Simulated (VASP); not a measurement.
All values below come from optB88-vdW, VASP's PBE PAW potentials (set 64) (plane waves; VASP).

VASP input:

### POSCAR
```
CsSnI3
1
    6.1659775258     0.0000000000     0.0000000000
    0.0000000000     6.1659775258     0.0000000000
    0.0000000000     0.0000000000     6.1659775258
Cs Sn I
1 1 3
Direct
  0.0000000000   0.0000000000   0.0000000000
  0.5000000000   0.5000000000   0.5000000000
  0.5000000000   0.0000000000   0.5000000000
  0.0000000000   0.5000000000   0.5000000000
  0.5000000000   0.5000000000   0.0000000000
```

**INCAR**
```
AGGAC  =  0.0
ALGO  =  Normal
EDIFF  =  1E-7
ENCUT  =  520
GGA  =  BO
ISIF  =  2
ISMEAR  =  0
LASPH  =  .TRUE.
LCHARG  =  .FALSE.
LMAXMIX  =  4
LREAL  =  .FALSE.
LUSE_VDW  =  .TRUE.
LWAVE  =  .FALSE.
NELM  =  100
PARAM1  =  0.1833333333
PARAM2  =  0.22
PREC  =  Accurate
SIGMA  =  0.05
SYSTEM  =  CsSnI3
```

KPOINTS:
```
Automatic mesh
0
Gamma
4 4 4
0 0 0
```

POTCAR, in this order: Cs_sv Sn_d I (PBE.64 set). Program: vasp_std.

Output

OSZICAR:
```
       N       E                     dE             d eps       ncg     rms          rms(c)
DAV:   1     0.367437888906E+03    0.36744E+03   -0.18255E+04   520   0.154E+03
DAV:   2     0.427617460161E+02   -0.32468E+03   -0.31765E+03   604   0.305E+02
DAV:   3    -0.436399335900E+00   -0.43198E+02   -0.42676E+02   608   0.124E+02
DAV:   4    -0.237887012124E+01   -0.19425E+01   -0.19345E+01   672   0.302E+01
DAV:   5    -0.243732838846E+01   -0.58458E-01   -0.58425E-01   816   0.500E+00    0.403E+00
DAV:   6    -0.216814138587E+01    0.26919E+00   -0.50055E-01   662   0.353E+00    0.258E+00
DAV:   7    -0.214178896380E+01    0.26352E-01   -0.30329E-01   642   0.221E+00    0.928E-01
DAV:   8    -0.214542272979E+01   -0.36338E-02   -0.34906E-02   598   0.136E+00    0.269E-01
DAV:   9    -0.214537379391E+01    0.48936E-04   -0.16437E-03   662   0.311E-01    0.139E-01
DAV:  10    -0.214560736186E+01   -0.23357E-03   -0.97050E-04   588   0.205E-01    0.486E-02
DAV:  11    -0.214563310301E+01   -0.25741E-04   -0.20552E-04   630   0.104E-01    0.114E-02
DAV:  12    -0.214563585337E+01   -0.27504E-05   -0.20715E-05   674   0.337E-02    0.124E-02
DAV:  13    -0.214563533096E+01    0.52240E-06   -0.95025E-07   672   0.683E-03    0.255E-03
DAV:  14    -0.214563509730E+01    0.23366E-06   -0.45481E-07   652   0.541E-03    0.931E-04
DAV:  15    -0.214563504652E+01    0.50783E-07   -0.22465E-07   482   0.359E-03
   1 F= -.21456350E+01 E0= -.21456350E+01  d E =-.468595E-07
```

### OUTCAR
```
------------------------ aborting loop because EDIFF is reached ----------------------------------------
  FORCE on cell =-STRESS in cart. coord.  units (eV):
  Direction    XX          YY          ZZ          XY          YZ          ZX
  --------------------------------------------------------------------------------------
  Total        0.8211135      0.8211135      0.8211135      0.0000000     -0.0000000      0.0000000
  in kB        5.6118749      5.6118749      5.6118749      0.0000000     -0.0000000      0.0000000
  external PRESSURE =       5.6118749 kB  Pullay stress =       0.0000000 kB
  volume of cell :      234.43
      direct lattice vectors                 reciprocal lattice vectors
     6.165977526  0.000000000  0.000000000     0.162180286  0.000000000  0.000000000
     0.000000000  6.165977526  0.000000000     0.000000000  0.162180286  0.000000000
     0.000000000  0.000000000  6.165977526     0.000000000  0.000000000  0.162180286
 POSITION                                       TOTAL-FORCE (eV/Angst)
 -----------------------------------------------------------------------------------
      0.00000      0.00000      0.00000         0.000000      0.000000      0.000000
      3.08299      3.08299      3.08299         0.000000      0.000000      0.000000
      3.08299      0.00000      3.08299         0.000000      0.000000      0.000000
      0.00000      3.08299      3.08299         0.000000      0.000000      0.000000
      3.08299      3.08299      0.00000         0.000000      0.000000      0.000000
 -----------------------------------------------------------------------------------
    total drift:                                0.000000     -0.000000     -0.000000
  FREE ENERGIE OF THE ION-ELECTRON SYSTEM (eV)
  ---------------------------------------------------
  free  energy   TOTEN  =        -2.1456350465 eV

  energy  without entropy=       -2.1456349997  energy(sigma->0) =       -2.14563502
```
(Selected blocks of OUTCAR.)

The compound is CsSnI3 in the cubic perovskite structure, the ideal cubic form; the compound distorts at low or room temperature. This cell is one point of a volume scan, at 0.97 of the reference volume.
